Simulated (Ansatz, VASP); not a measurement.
## Si (amorphous Si): VASP beside Ansatz

Wanted: the spread between two codes on one cell, functional and k mesh. The cell is taken from a series of runs on this material, whose earlier steps may have relaxed, scaled, displaced or heated it; both programs get it as it stands.

Calculated with Ansatz 0.2.0; plane waves, with VASP 6.6.1 beside it; single point at PBE.

## (1) The starting structure

The cell holds 169 atoms: 169 Si. Cell: a = 15.165 Å, b = 15.165 Å, c = 15.165 Å, α = 90.0°, β = 90.0°, γ = 90.0°. As first built, before any earlier steps moved the atoms (in the runner's words): 169 atoms (169 Si) placed at random at 2.26 g/cm^3, melted at 2500 K for 20 ps at fixed volume with the modified Tersoff potential (Kumagai, Izumi, Hara and Sakai, Comput. Mater. Sci. 39, 457 (2007)). Quenched from 2500 K to 300 K at 20 K/ps and fixed volume, held 5 ps. The density is a measured one.

## (2) VASP: single point, PBE

A single point gives forces, pressure and levels at one fixed geometry, so differences don't come from the geometry; what else differs is listed under the comparison.

Lines of VASP's logs that name or quote its potential files are left out, and so is its time.

The input, INCAR:

```
SYSTEM = Si
PREC = Accurate
ENCUT = 400
EDIFF = 1E-06
NELM = 120
ISMEAR = 0
SIGMA = 0.025
LREAL = Auto
ALGO = Normal
GGA = PE
NBANDS = 456
LORBIT = 11
LWAVE = .FALSE.
LCHARG = .FALSE.
ISIF = 2
LASPH = .TRUE.
GGA_COMPAT = .FALSE.
```

The input, POSCAR:

```
Si
1.0
   15.1647000000      0.0000000000      0.0000000000
    0.0000000000     15.1647000000      0.0000000000
    0.0000000000      0.0000000000     15.1647000000
Si
169
Direct
    0.9613800000      0.8883100000      0.3243600000
    0.3330500000      0.9789000000      0.3018300000
    0.1684000000      0.5275200000      0.6874400000
    0.7245700000      0.7981000000      0.5000200000
    0.4280200000      0.6194700000      0.8501000000
    0.4927500000      0.3797900000      0.9342000000
    0.6046200000      0.0223400000      0.4735200000
    0.5282500000      0.4546800000      0.3631100000
    0.2576700000      0.8794300000      0.6421200000
    0.1857900000      0.2727700000      0.0284300000
    0.8957100000      0.5171200000      0.0496100000
    0.6087300000      0.6843400000      0.6955800000
    0.7320800000      0.3179000000      0.4452000000
    0.1445100000      0.1210800000      0.3177100000
    0.9374000000      0.6625800000      0.1009100000
    0.8582800000      0.5252800000      0.7042700000
    0.3424300000      0.1796300000      0.4109600000
    0.3573500000      0.0276200000      0.4441400000
    0.0301300000      0.3471300000      0.5830000000
    0.4662300000      0.7188500000      0.9647800000
    0.9078500000      0.4762900000      0.2968700000
    0.5479200000      0.9856700000      0.8810500000
    0.7658500000      0.4088800000      0.8797000000
    0.6427400000      0.5868900000      0.9924000000
    0.7606600000      0.5194900000      0.3174900000
    0.9261200000      0.4724000000      0.5642400000
    0.3818200000      0.2448300000      0.7162500000
    0.8424200000      0.6895100000      0.8850000000
    0.1466300000      0.8752500000      0.4461400000
    0.1794300000      0.1755000000      0.8287000000
[... 133 atom lines left out ...]
    0.3190600000      0.0683700000      0.1782300000
    0.7267500000      0.9565100000      0.2573500000
    0.7944900000      0.1584100000      0.7939300000
    0.2119100000      0.9432100000      0.7807300000
    0.5994700000      0.1285700000      0.3612000000
    0.3699500000      0.2700600000      0.5628200000
```

The input, KPOINTS:

```
Automatic mesh
0
Gamma
1 1 1
0 0 0
```

PAW data sets: Si (PBE family, release 64).

Launch:

```bash
$ export OMP_NUM_THREADS=4
$ mpirun -np 1 vasp_gam
```

Numbers of over 12 decimals in the logs are rounded to 6 here.

The program printed:

```text
[banner, memory and clock lines left out]
running    1 mpi-ranks, on    1 nodes
[...]
Offloading initialized ...    1 GPUs detected
[...]
LDA part: xc-table for (Slater+PW92), standard interpolation
 POSCAR, INCAR and KPOINTS ok, starting setup
[...]
entering main loop
       N       E                     dE             d eps       ncg     rms          rms(c)
DAV:   1     0.289635653400E+04    0.28964E+04   -0.25041E+05   912   0.106E+03
DAV:   2    -0.512831348973E+03   -0.34092E+04   -0.31977E+04  1152   0.198E+02
DAV:   3    -0.870585467224E+03   -0.35775E+03   -0.34576E+03  1136   0.573E+01
DAV:   4    -0.882853231077E+03   -0.12268E+02   -0.12106E+02  1128   0.125E+01
[...]
DAV:  19    -0.866478819188E+03   -0.25000E-05   -0.44027E-06   912   0.243E-03    0.343E-03
DAV:  20    -0.866478820285E+03   -0.10968E-05   -0.14648E-06   680   0.156E-03    0.176E-03
DAV:  21    -0.866478820757E+03   -0.47222E-06   -0.31334E-07   576   0.804E-04
   1 F= -.86647882E+03 E0= -.86647477E+03  d E =-.809360E-02
```

Parts of OUTCAR (step 2):

```text
  FREE ENERGIE OF THE ION-ELECTRON SYSTEM (eV)
  ---------------------------------------------------
  free  energy   TOTEN  =      -866.4788207569 eV

  energy  without entropy=     -866.4707271578  energy(sigma->0) =     -866.47477396

[... 1 further part left out ...]
```

The run ends at a pressure of -0.02 GPa, with forces up to 1.6 eV/Å.

## (3) Ansatz: single point, PBE

Ansatz runs on its default PAW (the set named soft_2) files.

The same cell, functional, mesh and smearing now go to Ansatz, which takes its cutoff from its data sets.

The input, input.yaml:

```yaml
crystal:
  lattice:
    - [15.1647, 0.0, 0.0]
    - [0.0, 15.1647, 0.0]
    - [0.0, 0.0, 15.1647]
  atoms:
    - { symbol: Si, position: [0.96138, 0.88831, 0.32436] }
    - { symbol: Si, position: [0.33305, 0.9789, 0.30183] }
    - { symbol: Si, position: [0.1684, 0.52752, 0.68744] }
    - { symbol: Si, position: [0.72457, 0.7981, 0.50002] }
    - { symbol: Si, position: [0.42802, 0.61947, 0.8501] }
    - { symbol: Si, position: [0.49275, 0.37979, 0.9342] }
    - { symbol: Si, position: [0.60462, 0.02234, 0.47352] }
    - { symbol: Si, position: [0.52825, 0.45468, 0.36311] }
    - { symbol: Si, position: [0.25767, 0.87943, 0.64212] }
    - { symbol: Si, position: [0.18579, 0.27277, 0.02843] }
    - { symbol: Si, position: [0.89571, 0.51712, 0.04961] }
    - { symbol: Si, position: [0.60873, 0.68434, 0.69558] }
    - { symbol: Si, position: [0.73208, 0.3179, 0.4452] }
    - { symbol: Si, position: [0.14451, 0.12108, 0.31771] }
    - { symbol: Si, position: [0.9374, 0.66258, 0.10091] }
    - { symbol: Si, position: [0.85828, 0.52528, 0.70427] }
    - { symbol: Si, position: [0.34243, 0.17963, 0.41096] }
    - { symbol: Si, position: [0.35735, 0.02762, 0.44414] }
    - { symbol: Si, position: [0.03013, 0.34713, 0.583] }
    - { symbol: Si, position: [0.46623, 0.71885, 0.96478] }
    - { symbol: Si, position: [0.90785, 0.47629, 0.29687] }
    - { symbol: Si, position: [0.54792, 0.98567, 0.88105] }
    - { symbol: Si, position: [0.76585, 0.40888, 0.8797] }
    - { symbol: Si, position: [0.64274, 0.58689, 0.9924] }
    - { symbol: Si, position: [0.76066, 0.51949, 0.31749] }
    - { symbol: Si, position: [0.92612, 0.4724, 0.56424] }
    - { symbol: Si, position: [0.38182, 0.24483, 0.71625] }
    - { symbol: Si, position: [0.84242, 0.68951, 0.885] }
    - { symbol: Si, position: [0.14663, 0.87525, 0.44614] }
    - { symbol: Si, position: [0.17943, 0.1755, 0.8287] }
[... 133 atom lines left out ...]
    - { symbol: Si, position: [0.31906, 0.06837, 0.17823] }
    - { symbol: Si, position: [0.72675, 0.95651, 0.25735] }
    - { symbol: Si, position: [0.79449, 0.15841, 0.79393] }
    - { symbol: Si, position: [0.21191, 0.94321, 0.78073] }
    - { symbol: Si, position: [0.59947, 0.12857, 0.3612] }
    - { symbol: Si, position: [0.36995, 0.27006, 0.56282] }
kpoints:
  mp_grid: { grid: [1, 1, 1] }
hamiltonian:
  xc: pbe
scf:
  occupations: { method: gaussian, width: 0.025 }
output:
  forces: true
```

Launch:

```bash
$ ansatz run input.yaml --threads 4 --pin off --max-ram 15872MiB --backend cpu --events-out ev --progress --plain --runs-dir out
```

The program printed:

```text
Engine: ansatz 0.2.0, aarch64-unknown-linux-gnu
Pseudopotentials: kind: paw
Pseudopotential: Si, paw, valence charge 4, recommended cutoff 420 eV (normal), Si.paw.azcp
Functional definition: PBE
  parameter kappa = 0.804
  parameter beta = 0.066725
  exchange = pbe_x(kappa = kappa, mu = beta*pi^2/3)
  correlation = pbe_c(beta = beta)
Crystal: 169 atoms, lattice volume = 3487.398 Å³
Basis set: ecut = 420 eV, 68243 PW (Γ), exchange–correlation on 216×216×216 points (8 copies of the dense FFT grid, shifted against one another)
Bands: 507, of which v1, the nominal top of the filled ones, is band 338 counted from 1 (337 counted from 0)
Symmetry: 1 space group operations
Space group: P1 (ITA 1), of the structure as read, at distance tolerance 1.5e-4 Å
k-points: 1
Non-local potential: Si, projectors of the file, l = 0: 2, l = 1: 2, l = 2: 2
PAW form: soft (Blöchl's): semilocal exchange-correlation on the pseudo side does not see the compensation charge
PAW one-centre angular grid: Si, 110 points (default); XC on 64 Gauss nodes
Initial density: superposition of atomic densities (neutral atoms: chi_scale 0, normalization atom), corrected by the library's trained network
Initial wavefunctions: pseudopotential atomic-orbital guess
Functional: x = pbe(κ = 0.804, μ = 0.219515), c = pbe(β = 0.066725)
SCF iter   1: F=—  HF=-107401.875628 eV  |F-HF|=—  |Δ(HF+E_count)|=         —  Δρ=3.60e-3  dr2=1.79e0  ethr=1.77e-3  ⟨swp⟩=6.0  Hψ=2351  notcnv=0  defer=83
preconditioner: auto → Resta (q_TF=auto, 2.076 Å⁻¹)  ε∞=5.7  [insulator: Δε(μ)=0.077 eV  Ē_g=7.510 eV  σ=0.025 eV  W_gap=0.97  n_scr=514 (ndim 8)  ℏωp=16.3 eV  f_vac=0.005  D(μ)=8.47/eV (n_scr^D=18)  ε∞_Penn≈5.7]
SCF iter   2: F=—  HF=-107401.700665 eV  |F-HF|=—  |Δ(HF+E_count)|=   1.75e-1  Δρ=1.84e-3  dr2=2.62e-1  ethr=2.65e-4  ⟨swp⟩=2.0  Hψ=590  notcnv=0  defer=128
SCF iter   3: F=—  HF=-107401.675639 eV  |F-HF|=—  |Δ(HF+E_count)|=   2.50e-2  Δρ=5.08e-4  dr2=2.32e-2  ethr=3.88e-5  ⟨swp⟩=3.0  Hψ=667  notcnv=0  defer=45
automatic band count: iteration 3 solves 392 bands in place of 507: the levels show a gap, and the empty bands left out lie too high to hold charge; the band table lists the bands solved (type scf.n_extra_bands for more)
SCF iter   4: F=—  HF=-107401.678827 eV  |F-HF|=—  |Δ(HF+E_count)|=   3.19e-3  Δρ=1.96e-4  dr2=5.64e-3  ethr=3.43e-6  ⟨swp⟩=3.0  Hψ=721  notcnv=0  defer=45
SCF iter   5: F=—  HF=-107401.680214 eV  |F-HF|=—  |Δ(HF+E_count)|=   1.39e-3  Δρ=7.52e-5  dr2=1.30e-3  ethr=8.35e-7  ⟨swp⟩=3.0  Hψ=691  notcnv=0  defer=45
SCF iter   6: F=—  HF=-107401.680539 eV  |F-HF|=—  |Δ(HF+E_count)|=   3.25e-4  Δρ=3.16e-5  dr2=1.99e-4  ethr=1.93e-7  ⟨swp⟩=2.0  Hψ=438  notcnv=0  defer=45
SCF iter   7: F=—  HF=-107401.680639 eV  |F-HF|=—  |Δ(HF+E_count)|=   1.00e-4  Δρ=1.34e-5  dr2=3.84e-5  ethr=2.94e-8  ⟨swp⟩=2.0  Hψ=504  notcnv=0  defer=45
SCF iter   8: F=—  HF=-107401.682185 eV  |F-HF|=—  |Δ(HF+E_count)|=   1.55e-3  Δρ=5.33e-6  dr2=4.88e-6  ethr=5.68e-9  ⟨swp⟩=2.0  Hψ=572  notcnv=0  defer=45
SCF iter   9: F=—  HF=-107401.682188 eV  |F-HF|=—  |Δ(HF+E_count)|=   2.62e-6  Δρ=1.88e-6  dr2=4.84e-7  ethr=7.22e-10  ⟨swp⟩=2.0  Hψ=527  notcnv=0  defer=45
SCF iter  10: F=-107401.682188 eV  HF=-107401.682188 eV  |F-HF|=4.14e-8  |Δ(HF+E_count)|=   5.02e-7  Δρ=6.79e-7  dr2=6.67e-8  ethr=1.48e-11  ⟨swp⟩=5.0  Hψ=1430  notcnv=0
SCF 1 converged in 10 iterations: F = -107401.682188 eV  dr2 = 6.67e-8
  greatest PAW one-centre occupation: 0.676 electrons in one spin orbital (limit 2), on the Si atom at site 88 (counted from 0), in its partial waves of l = 0
SCF converged after 10 iterations
Free energy (F): -107401.682188 eV
Harris-Foulkes:  -107401.682188 eV  (|F-HF|=4.14e-8)
Internal energy: -107401.674171 eV  (E = F + TS)
E sigma→0 (E₀):  -107401.678180 eV
Entropy (-TS):   -0.008017 eV (-0.047 meV/atom)
Fermi energy:    6.111358 eV
--- Per-component energies (eV) ---
  E_band       = 640.040628
  E_kinetic    = 6746.264940
  E_local      = -6108.974645  (includes V_loc(G=0)·N_el)
  E_nonlocal   = 4366.687256
  E_hartree    = 1944.987727
  E_xc         = -9298.448069
  E_vxc        = -7860.363572  (∫ρ·V_xc dr)
  E_paw        = -86633.131344  (= ΣΔE_a)
  E_vpaw       = -393.548604  (= ΣTr[D̂ρ^β])
  E_aug_tail   = 0.001079  (compensation charges beyond the density's cutoff)
  E_ewald      = -18419.061115
  E_smearing   = -0.008017  (= −TS)
  E_closure    = 0.000000  (closes the sum)
  Σ components = -107401.682188   (vs F -107401.682188, Δ=0.00e0)
--- Forces (eV/Å), atoms counted from 1 ---
  atom   1  Si    -0.57588391    -0.74644434    -0.04875811
  atom   2  Si     0.35831149    -0.81647979    -0.14075325
  atom   3  Si    -0.10750439    -0.46079055    -1.06136340
  atom   4  Si    -0.08375736     0.19396180    -0.07534013
  atom   5  Si    -0.47699130     0.10196733     0.29297093
  atom   6  Si    -0.21629864     0.33515101    -0.47222221
  atom   7  Si     0.64409871    -0.74458417     0.19521830
  atom   8  Si     0.45074750    -0.02628287     1.11645619
  atom   9  Si     0.06550852    -0.86733621     0.83149263
  atom  10  Si    -0.29887139    -0.05187199     0.11315989
  atom  11  Si     0.44407481     0.43749587    -0.20829041
  atom  12  Si     0.40572944     0.35259307    -0.18223764
  atom  13  Si     0.78120557    -0.02184395    -0.08376285
  atom  14  Si    -0.65197705     0.16715056     0.09740160
  atom  15  Si     0.34259089     0.03878388    -0.60857297
  atom  16  Si     0.64582233     0.02942578     0.03132391
  atom  17  Si     0.26612989     0.18832674     0.09594026
  atom  18  Si    -0.08319742     0.20954262     0.20860324
  atom  19  Si     0.32431395     0.13860331     0.06871393
  atom  20  Si     0.63667067     0.75340132    -0.33242431
  atom  21  Si    -0.77754387    -0.21543984     0.35337677
  atom  22  Si     0.69601170    -0.28665056    -0.67107843
  atom  23  Si     0.67662349    -0.01186992     0.78856203
  atom  24  Si     0.08168624    -0.19930894     0.07214189
[...]
atom 162  Si    -0.17525682     0.06891420    -0.50372094
  atom 163  Si    -0.44273716     0.56423318    -0.65125297
  atom 164  Si     0.34524746     0.55905597    -0.26476588
  atom 165  Si     0.56578251     0.64224302     0.51430775
  atom 166  Si    -0.01833744    -0.63374258     0.09193860
  atom 167  Si     0.15003670    -0.76787476    -0.34229655
  atom 168  Si    -0.17308271    -0.30456379    -0.33253119
  atom 169  Si     0.02062318     0.14491421    -0.74509790
  max |Σ_I F_I| component: 2.58e-5 eV/Å
```

## (4) Differences

Known differences besides the potentials themselves: the cutoff is 420 eV in Ansatz and 400 eV in VASP (PREC = Accurate, projectors in real space). Total energies have different zeros and are not compared.

Compared:

```csv
quantity,Ansatz,VASP,difference
gap on the k mesh (eV),0.056,0.056,0.000
```

Forces on 10 of the 169 atoms, those with the largest forces and the largest differences (eV/Å; atoms numbered as in POSCAR):

```csv
atom,"Ansatz x, y, z","VASP x, y, z"
Si25,"0.832, -0.144, 1.138","0.831, -0.146, 1.135"
Si41,"0.440, 0.665, -0.821","0.438, 0.664, -0.812"
Si58,"0.990, -0.808, 0.312","0.989, -0.812, 0.312"
Si81,"0.419, 1.175, -0.255","0.419, 1.171, -0.257"
Si95,"-0.019, 0.603, -1.154","-0.017, 0.600, -1.152"
Si100,"0.746, 0.278, -0.126","0.740, 0.276, -0.121"
Si105,"1.066, -0.728, 0.316","1.064, -0.727, 0.317"
Si131,"-1.572, 0.041, 0.098","-1.571, 0.039, 0.097"
Si133,"-0.127, 0.134, -0.133","-0.126, 0.127, -0.130"
Si159,"-0.399, -1.294, 0.699","-0.396, -1.291, 0.694"
```

The forces differ by 2.5 meV/Å r.m.s., which is 0.5 % of the r.m.s. force of 0.455 eV/Å (both taken over all components). A gap on the mesh is an upper bound, since the band edges may lie between its points.

## (5) What came out

```yaml
r_m_s_force_difference_single_point_pbe: 0.54 % of the r.m.s. force
```

In words: The r.m.s. force difference is 0.54 % of the r.m.s. force (single point, PBE), within the 3 % picked in this series as the mark of a large difference. How closely two codes agree says nothing of how well the functional describes the real material.

[Lines on the potential files, build, host, timing and source positions are cut from VASP's logs without a mark.]

[Logs are printed without paths, hosts, clocks, repeated set-up lines and the standing remarks that a program may print on its own settings, such as how far it seeks lower states.]

[Hosts, paths, dates, database ids (printed as entryN), source tags and the programs' standing remarks are cut or masked in the printed files.]
